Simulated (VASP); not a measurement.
Given:

```yaml
crystal:
  lattice:
    - [0.00000, 3.28246, 3.28246]
    - [3.28246, 0.00000, 3.28246]
    - [3.28246, 3.28246, 0.00000]
  atoms:
    - { symbol: Na, position: [0.25000, 0.25000, 0.25000] }
    - { symbol: Na, position: [0.75000, 0.75000, 0.75000] }
    - { symbol: S, position: [0.00000, 0.00000, 0.00000] }
```

Calculation: revTPSS meta-GGA, VASP's PBE PAW potentials (set 64) (plane waves; VASP). Run with 520 eV cut-off, 6×6×6 Γ-centred mesh, Gaussian smearing of 0.050 eV, potentials Na_pv S.

Task: Give the energy at these volumes per atom, relative to the lowest: 22.11, 22.81, 23.52, 24.22, 24.93 Å³.

Result: 9.0, 2.3, 0.0, 1.5, 6.2 meV/atom. A third-order Birch-Murnaghan fit gives B0 = 28.3 GPa and B0′ = 4.1.

Measured: a 6.537 Å (computed value off by +0.4 %), as given by Some thermoelectric phenomena in copper chalcogenides replaced by lithium and sodium alkaline metals, Nanomaterials …. The calculation is for a static lattice, while the measured a holds thermal and zero-point effects, which are part of the difference.

The compound is Na2S in the antifluorite structure. It was relaxed first.
